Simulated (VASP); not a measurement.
Level of theory: PBE GGA, VASP's PBE PAW potentials (set 64) (plane waves; VASP 6.6.1).

Input for VASP

File POSCAR:
```
Na
1
   -1.7747055648     1.7747055648     1.7747055648
    1.7747055648    -1.7747055648     1.7747055648
    1.7747055648     1.7747055648    -1.7747055648
Na
1
Direct
  0.0000000000   0.0000000000   0.0000000000
```

KPOINTS:
```
Automatic mesh
0
G
  14 14 14
0 0 0
```

**INCAR**
```
! general
SYSTEM  = Na
PREC    = Accurate
ENCUT   = 500   ! plane-wave cut-off (eV)
LREAL   = .FALSE.   ! projection in real space or not
LASPH   = .TRUE.   ! aspherical one-centre terms

! electronic loop
EDIFF   = 1E-6   ! SCF stop (eV)
NELM    = 100   ! most electronic steps
ALGO    = Normal   ! blocked Davidson

! smearing
ISMEAR  = 1   ! Methfessel-Paxton
SIGMA   = 0.1   ! width (eV)

! functional
GGA     = PE   ! PBE

! ions
IBRION  = 2   ! conjugate gradients
NSW     = 40
ISIF    = 3
EDIFFG  = -0.02   ! ionic stop
PSTRESS = 100

! output
LWAVE   = .FALSE.
LCHARG  = .FALSE.
```

POTCAR, in this order: Na_pv (PBE.64 set). Program: vasp_std.

Output of the run:

File OUTCAR:
```
 ion  position               nearest neighbor table
   1  0.000  0.000  0.000-
  LATTYP: Found a body centered cubic cell.
 ALAT       =     3.5494111296
 Subroutine PRICEL returns:
 Original cell was already a primitive cell.
 Subroutine GETGRP returns: Found 48 space group operations
The static configuration has the point symmetry O_h .
The dynamic configuration has the point symmetry O_h .
 Subroutine INISYM returns: Found 48 space group operations
 Subroutine IBZKPT returns following result:
 Found    104 irreducible k-points:

 Following reciprocal coordinates:
            Coordinates               Weight
  0.000000  0.000000  0.000000      1.000000
  0.071429  0.000000  0.000000     12.000000
  0.142857  0.000000  0.000000     12.000000
  0.214286  0.000000  0.000000     12.000000
  0.285714  0.000000  0.000000     12.000000
  0.357143  0.000000  0.000000     12.000000
  0.428571  0.000000  0.000000     12.000000
  0.500000  0.000000  0.000000      6.000000
  0.071429  0.071429  0.000000     24.000000
  0.142857  0.071429  0.000000     48.000000
  0.214286  0.071429  0.000000     48.000000
  0.285714  0.071429  0.000000     48.000000
  0.357143  0.071429  0.000000     48.000000
  0.428571  0.071429  0.000000     48.000000
  0.142857  0.142857  0.000000     24.000000
  0.214286  0.142857  0.000000     48.000000
  0.285714  0.142857  0.000000     48.000000
  0.357143  0.142857  0.000000     48.000000
  0.428571  0.142857  0.000000     24.000000
  0.214286  0.214286  0.000000     24.000000
  0.285714  0.214286  0.000000     48.000000
  0.357143  0.214286  0.000000     48.000000
  0.285714  0.285714  0.000000     24.000000
  0.357143  0.285714 -0.000000     24.000000
  0.071429  0.071429  0.071429      8.000000
...
```

**OSZICAR**
```
       N       E                     dE             d eps       ncg     rms          rms(c)
DAV:   1     0.183747120539E+02    0.18375E+02   -0.42249E+03  1456   0.953E+02
DAV:   2    -0.747627955664E+00   -0.19122E+02   -0.19100E+02  1575   0.136E+02
DAV:   3    -0.100830227968E+01   -0.26067E+00   -0.26067E+00  1757   0.223E+01
DAV:   4    -0.100994305924E+01   -0.16408E-02   -0.16408E-02  1855   0.163E+00
DAV:   5    -0.100995766615E+01   -0.14607E-04   -0.14607E-04  1764   0.124E-01    0.331E-01
DAV:   6    -0.100745585303E+01    0.25018E-02   -0.88525E-04  1897   0.483E-01    0.210E-01
DAV:   7    -0.100570448517E+01    0.17514E-02   -0.16021E-03  2044   0.583E-01    0.210E-02
DAV:   8    -0.100570431309E+01    0.17208E-06   -0.48587E-05  1687   0.165E-01    0.290E-03
DAV:   9    -0.100570431752E+01   -0.44363E-08   -0.33377E-07   868   0.844E-03
   1 F= 0.38979087E+00 E0= 0.39004250E+00  d E =0.389791E+00
```

**OUTCAR**
```
------------------------ aborting loop because EDIFF is reached ----------------------------------------
  FORCE on cell =-STRESS in cart. coord.  units (eV):
  Direction    XX          YY          ZZ          XY          YZ          ZX
  --------------------------------------------------------------------------------------
  Total        1.3760253      1.3760253      1.3760253     -0.0000000      0.0000000      0.0000000
  in kB       98.6048071     98.6048071     98.6048071     -0.0000000      0.0000000      0.0000000
  external PRESSURE =      -1.3951929 kB  Pullay stress =     100.0000000 kB
  volume of cell :       22.36
      direct lattice vectors                 reciprocal lattice vectors
    -1.774705565  1.774705565  1.774705565     0.000000000  0.281736875  0.281736875
     1.774705565 -1.774705565  1.774705565     0.281736875  0.000000000  0.281736875
     1.774705565  1.774705565 -1.774705565     0.281736875  0.281736875  0.000000000
 POSITION                                       TOTAL-FORCE (eV/Angst)
 -----------------------------------------------------------------------------------
      0.00000      0.00000      0.00000         0.000000      0.000000      0.000000
 -----------------------------------------------------------------------------------
    total drift:                               -0.000000      0.000000      0.000000
  FREE ENERGIE OF THE ION-ELECTRON SYSTEM (eV)
  ---------------------------------------------------
  free  energy   TOTEN  =        -1.0057043175 eV

  energy  without entropy=       -1.0049494253  energy(sigma->0) =       -1.00545269
  enthalpy is  TOTEN    =         0.3897908670 eV   P V=        1.3954951845

 reached required accuracy - stopping structural energy minimisation
```
(Selected blocks of OUTCAR.)

The compound is Na in the bcc structure. It was relaxed first under an external pressure of 10 GPa.
